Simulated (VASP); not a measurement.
A convergence study with VASP on NiSi$_{2}$ (space group no. 225 when undisturbed): a few settings are varied, all else stays as given below, so the limit is that of these other settings. One atom is moved off its site, so that forces are finite.

```xyz
3
Lattice="0.0000 2.6969 2.6969 2.6969 0.0000 2.6969 2.6969 2.6969 0.0000" Properties=species:S:1:pos:R:3 pbc="T T T"
Si     1.3484     1.3484     1.3484
Si     4.0453     4.0453     4.0453
Ni     0.0000     0.0000     0.0500
```

These are PBE GGA, VASP's PBE PAW potentials (set 64) (plane waves; VASP 6.6.1) values and carry that method's errors. The last row used: 300 eV cut-off, 15×15×15 Γ-centred mesh shifted by (0.5, 0.5, 0.5), Gaussian smearing of 0.10 eV, potentials Si Ni.

```csv
setting,E (eV/atom),pressure (GPa),largest force (eV/Å),irreducible k-points
2×2×2 mesh,-5.6873,0.46,0.497,3
3×3×3 mesh,-5.7747,4.12,0.536,10
4×4×4 mesh,-5.7678,3.94,0.535,20
5×5×5 mesh,-5.7843,4.27,0.511,39
6×6×6 mesh,-5.7790,3.57,0.519,63
7×7×7 mesh,-5.7751,4.44,0.515,100
8×8×8 mesh,-5.7798,4.34,0.521,144
9×9×9 mesh,-5.7781,4.02,0.521,205
10×10×10 mesh,-5.7787,4.22,0.516,275
11×11×11 mesh,-5.7797,4.16,0.521,366
12×12×12 mesh,-5.7787,4.20,0.521,468
14×14×14 mesh,-5.7788,4.12,0.520,735
15×15×15 mesh,-5.7791,4.19,0.519,904
```

Left out are rungs that failed or repeat a setting and relaxations that didn't move; long series are thinned to 24 rows.

The structure is a typed NiSi2 crystal (space group no. 225). The cell was not relaxed at this level, it is distorted from the ideal structure. The run is not spin-polarised, so no magnetic state was tried.
